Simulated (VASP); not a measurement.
Output of a VASP run:

File OUTCAR:
```
 ion  position               nearest neighbor table
   1  0.000  0.000  0.000-   3 2.53   4 2.53   3 2.53   4 2.53   4 2.53   3 2.53   2 2.61   2 2.61
  LATTYP: Found a hexagonal cell.
 ALAT       =     3.7450010000
 C/A-ratio  =     1.3937550350
 Subroutine PRICEL returns:
 Original cell was already a primitive cell.
 Subroutine GETGRP returns: Found 24 space group operations
The static configuration has the point symmetry D_3d.
 The point group associated with its full space group is D_6h.
The dynamic configuration has the point symmetry D_3d.
 Subroutine INISYM returns: Found 24 space group operations
 Subroutine IBZKPT returns following result:
 Found    105 irreducible k-points:

 Following reciprocal coordinates:
            Coordinates               Weight
  0.000000  0.000000  0.000000      1.000000
  0.076923 -0.000000  0.000000      6.000000
  0.153846 -0.000000  0.000000      6.000000
  0.230769  0.000000  0.000000      6.000000
  0.307692 -0.000000  0.000000      6.000000
  0.384615 -0.000000  0.000000      6.000000
  0.461538 -0.000000  0.000000      6.000000
  0.076923  0.076923  0.000000      6.000000
  0.153846  0.076923  0.000000     12.000000
  0.230769  0.076923  0.000000     12.000000
  0.307692  0.076923  0.000000     12.000000
  0.384615  0.076923  0.000000     12.000000
  0.461538  0.076923  0.000000      6.000000
  0.153846  0.153846  0.000000      6.000000
  0.230769  0.153846  0.000000     12.000000
  0.307692  0.153846  0.000000     12.000000
  0.384615  0.153846  0.000000     12.000000
  0.230769  0.230769  0.000000      6.000000
  0.307692  0.230769  0.000000     12.000000
  0.384615  0.230769  0.000000      6.000000
  0.307692  0.307692  0.000000      6.000000
  0.000000  0.000000  0.125000      2.000000
  0.076923 -0.000000  0.125000     12.000000
  0.153846 -0.000000  0.125000     12.000000
  0.230769  0.000000  0.125000     12.000000
  0.307692 -0.000000  0.125000     12.000000
  0.384615 -0.000000  0.125000     12.000000
  0.461538 -0.000000  0.125000     12.000000
  0.076923  0.076923  0.125000     12.000000
  0.153846  0.076923  0.125000     24.000000
  0.230769  0.076923  0.125000     24.000000
  0.307692  0.076923  0.125000     24.000000
  0.384615  0.076923  0.125000     24.000000
  0.461538  0.076923  0.125000     12.000000
  0.153846  0.153846  0.125000     12.000000
  0.230769  0.153846  0.125000     24.000000
  0.307692  0.153846  0.125000     24.000000
  0.384615  0.153846  0.125000     24.000000
  0.230769  0.230769  0.125000     12.000000
  0.307692  0.230769  0.125000     24.000000
   k-points           NKPTS =    105   k-points in BZ     NKDIM =    105   number of bands    NBANDS=     22
   number of dos      NEDOS =    301   number of ions     NIONS =      4
   total plane-waves  NPLWV =  20736
   dimension x,y,z NGX =    24 NGY =   24 NGZ =   36
   dimension x,y,z NGXF=    48 NGYF=   48 NGZF=   72
   ions per type =               2   2
   PREC   = accura    normal or accurate (medium, high low for compatibility)
   ISTART =      0    job   : 0-new  1-cont  2-samecut
   ICHARG =      2    charge: 1-file 2-atom 10-const
   ISPIN  =      1    spin polarized calculation?
   LNONCOLLINEAR =      F non collinear calculations
   LSORBIT =      F    spin-orbit coupling
   INIWAV =      1    electr: 0-lowe 1-rand  2-diag
   ENCUT  =  400.0 eV  29.40 Ry    5.42 a.u.   6.11  6.11  8.51*2*pi/ulx,y,z
   NELM   =    100;   NELMIN=  2; NELMDL= -5     # of ELM steps
   EDIFF  = 0.1E-05   stopping-criterion for ELM
   LREAL  =      F    real-space projection
   NLSPLINE    = F    spline interpolate recip. space projectors
   LMAXMIX     =    4 max onsite mixed and CHGCAR
   VOSKOWN=      0    Vosko Wilk Nusair interpolation
   EDIFFG = 0.1E-04   stopping-criterion for IOM
   NSW    =      0    number of steps for IOM
   NBLOCK =      1;   KBLOCK =      1    inner block; outer block
...
```

**OSZICAR**
```
       N       E                     dE             d eps       ncg     rms          rms(c)
DAV:   1     0.228007176938E+03    0.22801E+03   -0.15804E+04  5212   0.339E+03
DAV:   2     0.152307995691E+02   -0.21278E+03   -0.20812E+03  4680   0.626E+02
DAV:   3    -0.163566715322E+02   -0.31587E+02   -0.31286E+02  5592   0.152E+02
DAV:   4    -0.173343492555E+02   -0.97768E+00   -0.97228E+00  5466   0.308E+01
DAV:   5    -0.173543566690E+02   -0.20007E-01   -0.20002E-01  5702   0.463E+00    0.516E+00
DAV:   6    -0.172904774946E+02    0.63879E-01   -0.24611E-02  6342   0.251E+00    0.301E+00
DAV:   7    -0.172516038921E+02    0.38874E-01   -0.29580E-02  6342   0.243E+00    0.184E-01
DAV:   8    -0.172516141356E+02   -0.10244E-04   -0.37583E-03  6318   0.110E+00    0.686E-02
DAV:   9    -0.172516516581E+02   -0.37523E-04   -0.23142E-04  6778   0.214E-01    0.299E-02
DAV:  10    -0.172516613301E+02   -0.96720E-05   -0.17950E-05  5526   0.366E-02    0.638E-03
DAV:  11    -0.172516615919E+02   -0.26179E-06   -0.40302E-06  4644   0.258E-02
   1 F= -.17251662E+02 E0= -.17250607E+02  d E =-.316280E-02
```

### OUTCAR
```
------------------------ aborting loop because EDIFF is reached ----------------------------------------
  FORCE on cell =-STRESS in cart. coord.  units (eV):
  Direction    XX          YY          ZZ          XY          YZ          ZX
  --------------------------------------------------------------------------------------
  Total        5.3914157      5.3914157     11.9280917      0.0000008      0.0000000      0.0000000
  in kB      136.2512540    136.2512537    301.4453983      0.0000210      0.0000000      0.0000000
  external PRESSURE =     191.3159687 kB  Pullay stress =       0.0000000 kB
  volume of cell :       63.40
      direct lattice vectors                 reciprocal lattice vectors
     3.745001000  0.000000000  0.000000000     0.267022626  0.154165544  0.000000000
    -1.872500000  3.243266000  0.000000000     0.000000000  0.308331170  0.000000000
     0.000000000  0.000000000  5.219614000     0.000000000  0.000000000  0.191585048
 POSITION                                       TOTAL-FORCE (eV/Angst)
 -----------------------------------------------------------------------------------
      0.00000      0.00000      0.00000        -0.000000      0.000000      0.000000
      0.00000      0.00000      2.60981        -0.000000      0.000000      0.000000
     -0.00000      2.16218      1.30490         0.000000     -0.000000     -0.000000
      1.87250      1.08109      3.91471        -0.000000      0.000000     -0.000000
 -----------------------------------------------------------------------------------
    total drift:                                0.000000     -0.000000      0.000000
  FREE ENERGIE OF THE ION-ELECTRON SYSTEM (eV)
  ---------------------------------------------------
  free  energy   TOTEN  =       -17.2516615919 eV

  energy  without entropy=      -17.2484987936  energy(sigma->0) =      -17.25060733
```
(Selected blocks of OUTCAR.)

**POSCAR**
```
SiGe
1
    3.7450010000     0.0000000000     0.0000000000
   -1.8725000000     3.2432660000     0.0000000000
    0.0000000000     0.0000000000     5.2196140000
Ge Si
2 2
Direct
  0.0000000000   0.0000000000   0.0000000000
  0.0000000000   0.0000000000   0.5000000000
  0.3333330000   0.6666670000   0.2500000000
  0.6666670000   0.3333330000   0.7500000000
```

### Question
Reconstruct the remaining input files.

### Answer
One answer among several that fit: the input of the run itself, PBE GGA, plane waves, VASP's PBE PAW potentials (set 64).

**INCAR**
```
ALGO=Normal
EDIFF=1E-6
ENCUT=400
GGA=PE
ISIF=2
ISMEAR=1
KGAMMA=T
KSPACING=0.16
LASPH=T
LCHARG=F
LMAXMIX=4
LREAL=F
LWAVE=F
NELM=100
PREC=Accurate
SIGMA=0.1
SYSTEM=SiGe
```

POTCAR, in this order: Ge_d Si (PBE.64 set). Program: vasp_std.

The structure was generated: SiGe was put into the NiAs type (P6_3/mmc), which need not be its known phase. The cell was not relaxed at this level. The run is one of a series of settings (KGAMMA = .TRUE., KSPACING = 0.16, KPOINTS file removed against the base run), some of them coarse on purpose.
